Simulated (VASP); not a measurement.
Calculation: LDA (Ceperley-Alder, Perdew-Zunger), VASP's LDA PAW potentials (set 64) (plane waves; VASP 6.6.1).

VASP ran on this input.

INCAR:
```
SYSTEM = Mo
PREC = Accurate
ENCUT = 520
EDIFF = 1E-6
NELM = 100
ALGO = Normal
LREAL = .FALSE.
LASPH = .TRUE.
ISMEAR = 1
SIGMA = 0.1
LMAXMIX = 4
LWAVE = .FALSE.
LCHARG = .FALSE.
IBRION = 2
ISIF = 3
NSW = 60
EDIFFG = -0.01
```

**KPOINTS**
```
Automatic
0
Gamma
15 15 15
```

POSCAR:
```
Mo
1
   -1.5750000000     1.5750000000     1.5750000000
    1.5750000000    -1.5750000000     1.5750000000
    1.5750000000     1.5750000000    -1.5750000000
Mo
1
Direct
  0.0000000000   0.0000000000   0.0000000000
```

POTCAR, in this order: Mo_sv (LDA.64 set). Program: vasp_std.

Output of the run:

**OSZICAR**
```
       N       E                     dE             d eps       ncg     rms          rms(c)
DAV:   1     0.958851541279E+02    0.95885E+02   -0.82241E+03  2648   0.131E+03
DAV:   2    -0.114909324594E+02   -0.10738E+03   -0.10397E+03  2805   0.355E+02
DAV:   3    -0.128571121262E+02   -0.13662E+01   -0.13507E+01  2997   0.414E+01
DAV:   4    -0.128610716629E+02   -0.39595E-02   -0.39593E-02  2926   0.253E+00
DAV:   5    -0.128610942643E+02   -0.22601E-04   -0.22603E-04  3069   0.188E-01    0.156E+01
DAV:   6    -0.122135846829E+02    0.64751E+00   -0.11308E+00  2826   0.132E+01    0.382E+00
DAV:   7    -0.121201528808E+02    0.93432E-01   -0.20268E-01  3061   0.507E+00    0.101E+00
DAV:   8    -0.121125484108E+02    0.76045E-02   -0.57922E-03  2798   0.101E+00    0.264E-01
DAV:   9    -0.121125505694E+02   -0.21586E-05   -0.16750E-04  3206   0.177E-01    0.924E-02
DAV:  10    -0.121125630293E+02   -0.12460E-04   -0.81259E-06  2931   0.368E-02    0.996E-03
DAV:  11    -0.121125630301E+02   -0.78649E-09   -0.31341E-07  1689   0.649E-03
   1 F= -.12112563E+02 E0= -.12112358E+02  d E =-.121126E+02
       N       E                     dE             d eps       ncg     rms          rms(c)
DAV:   1    -0.146102713318E+02   -0.24977E+01   -0.67390E+01  2754   0.119E+02    0.275E+01
DAV:   2    -0.122252717658E+02    0.23850E+01   -0.47578E+00  2664   0.307E+01    0.332E+00
DAV:   3    -0.119773904780E+02    0.24788E+00   -0.88957E-01  2815   0.127E+01    0.516E+00
DAV:   4    -0.119999894671E+02   -0.22599E-01   -0.13473E-02  2784   0.145E+00    0.115E+00
DAV:   5    -0.120013473712E+02   -0.13579E-02   -0.77771E-03  2857   0.117E+00    0.941E-02
DAV:   6    -0.120013262841E+02    0.21087E-04   -0.70523E-05  2880   0.103E-01    0.914E-03
DAV:   7    -0.120013253096E+02    0.97446E-06   -0.28428E-06  2883   0.201E-02
   2 F= -.12001325E+02 E0= -.12001346E+02  d E =0.111238E+00
       N       E                     dE             d eps       ncg     rms          rms(c)
DAV:   1    -0.136904008791E+02   -0.16891E+01   -0.40645E+01  2739   0.954E+01    0.119E+01
DAV:   2    -0.121821778260E+02    0.15082E+01   -0.36073E+00  2682   0.247E+01    0.327E+00
DAV:   3    -0.121095335304E+02    0.72644E-01   -0.42416E-01  2874   0.840E+00    0.124E+00
DAV:   4    -0.121194434811E+02   -0.99100E-02   -0.34527E-03  2772   0.743E-01    0.719E-01
DAV:   5    -0.121260083419E+02   -0.65649E-02   -0.33352E-03  2777   0.598E-01    0.215E-02
DAV:   6    -0.121260033928E+02    0.49491E-05   -0.26842E-05  2952   0.578E-02    0.143E-02
DAV:   7    -0.121260006829E+02    0.27099E-05   -0.12694E-06  2161   0.123E-02    0.241E-03
DAV:   8    -0.121260006789E+02    0.40573E-08   -0.44978E-08  1440   0.298E-03
   3 F= -.12126001E+02 E0= -.12125747E+02  d E =-.134376E-01
       N       E                     dE             d eps       ncg     rms          rms(c)
DAV:   1    -0.121262364993E+02   -0.23582E-03   -0.53916E-03  2769   0.108E+00    0.180E-01
DAV:   2    -0.121260310263E+02    0.20547E-03   -0.44714E-04  2742   0.283E-01    0.262E-02
DAV:   3    -0.121260186763E+02    0.12350E-04   -0.57841E-05  2855   0.990E-02    0.274E-02
DAV:   4    -0.121260207913E+02   -0.21149E-05   -0.12310E-06  2166   0.126E-02    0.103E-03
DAV:   5    -0.121260207870E+02    0.42910E-08   -0.12237E-07  1344   0.485E-03
   4 F= -.12126021E+02 E0= -.12125768E+02  d E =-.134578E-01
```

File OUTCAR:
```
------------------------ aborting loop because EDIFF is reached ----------------------------------------
  FORCE on cell =-STRESS in cart. coord.  units (eV):
  Direction    XX          YY          ZZ          XY          YZ          ZX
  --------------------------------------------------------------------------------------
  Total       -0.0037435     -0.0037435     -0.0037435     -0.0000000      0.0000000      0.0000000
  in kB       -0.3960910     -0.3960910     -0.3960910     -0.0000000      0.0000000      0.0000000
  external PRESSURE =      -0.3960910 kB  Pullay stress =       0.0000000 kB
  volume of cell :       15.14
      direct lattice vectors                 reciprocal lattice vectors
    -1.558513187  1.558513187  1.558513187     0.000000000  0.320818588  0.320818588
     1.558513187 -1.558513187  1.558513187     0.320818588  0.000000000  0.320818588
     1.558513187  1.558513187 -1.558513187     0.320818588  0.320818588  0.000000000
 POSITION                                       TOTAL-FORCE (eV/Angst)
 -----------------------------------------------------------------------------------
      1.55851      1.55851      1.55851         0.000000     -0.000000      0.000000
 -----------------------------------------------------------------------------------
    total drift:                                0.000000     -0.000000      0.000000
  FREE ENERGIE OF THE ION-ELECTRON SYSTEM (eV)
  ---------------------------------------------------
  free  energy   TOTEN  =       -12.1260207870 eV

  energy  without entropy=      -12.1252612208  energy(sigma->0) =      -12.12576760

 reached required accuracy - stopping structural energy minimisation
```
(Selected blocks of OUTCAR.)

CONTCAR:
```
Mo
   1.00000000000000
    -1.5585131870564877    1.5585131870564877    1.5585131870564877
     1.5585131870564877   -1.5585131870564877    1.5585131870564877
     1.5585131870564877    1.5585131870564877   -1.5585131870564877
  Mo
     1
Direct
     1.0000000000000000    1.0000000000000000    1.0000000000000000
```

Energy and stress use the plane-wave basis of the starting cell.

The compound is Mo in the bcc structure. This run relaxes it. Symmetry was kept, so distortions that lower it aren't found.
